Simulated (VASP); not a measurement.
Take CdS (zinc blende), against free atoms with fixed spin and no zero-point term, in VASP with PAW potentials, and its cohesive energy.

Q: One run gives 2.62 eV/atom. Which level is it?
(A) revTPSS
(B) PBEsol
(C) LDA
(D) r2SCAN

A: A, revTPSS.  The others give 2.89 (PBEsol), 2.76 (r2SCAN), 3.35 (LDA).

Only levels that ran to the end are used. Left out are those held back, those with too coarse a band path, GW runs whose mesh misses a band edge, hybrids' fits of cells that aren't cubic and levels without matching references; a question may draw on a part of the rest.
